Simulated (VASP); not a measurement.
All values below come from r2SCAN+rVV10, VASP's PBE PAW potentials (set 64) (plane waves; VASP 6.6.1).

VASP ran on this input.

File KPOINTS:
```
Regular mesh
0
Gamma
9 9 9
0 0 0
```

### POSCAR
```
Ni3Al
1
    3.4463174398     0.0000000000     0.0000000000
    0.0000000000     3.4463174398     0.0000000000
    0.0000000000     0.0000000000     3.4463174398
Al Ni
1 3
Direct
  0.0000000000   0.0000000000   0.0000000000
  0.0000000000   0.5000000000   0.5000000000
  0.5000000000   0.0000000000   0.5000000000
  0.5000000000   0.5000000000   0.0000000000
```

**INCAR**
```
! general
SYSTEM    =  Ni3Al
PREC      =  Accurate
ENCUT     =  520
LREAL     =  .FALSE.
LASPH     =  .TRUE.

! electronic loop
EDIFF     =  1E-7
NELM      =  100
ALGO      =  Normal
LMAXMIX   =  4
LMIXTAU   =  .TRUE.

! smearing
ISMEAR    =  1
SIGMA     =  0.1

! functional
METAGGA   =  R2SCAN
LUSE_VDW  =  .TRUE.
BPARAM    =  11.95
CPARAM    =  0.0093

! spin
ISPIN     =  2
MAGMOM    =  -0.0 0.3 0.3 0.3

! ions
ISIF      =  2

! output
LWAVE     =  .FALSE.
LCHARG    =  .FALSE.
LORBIT    =  10
```

POTCAR, in this order: Al Ni (PBE.64 set). Program: vasp_std.

**Question.** What will the output report for the number of irreducible k-points (NKPTS), largest plane-wave count, number of space-group operations, FFT grid (NGX, NGY, NGZ)?

**Answer.** 
```
Item                                          Result
--------------------------------------  ------------
number of irreducible k-points (NKPTS)            35
largest plane-wave count                        1141
number of space-group operations                  48
FFT grid (NGX, NGY, NGZ)                28 × 28 × 28
```

The compound is Ni3Al in the L1_2 structure. This cell is one point of a volume scan, at 0.94 of the reference volume.
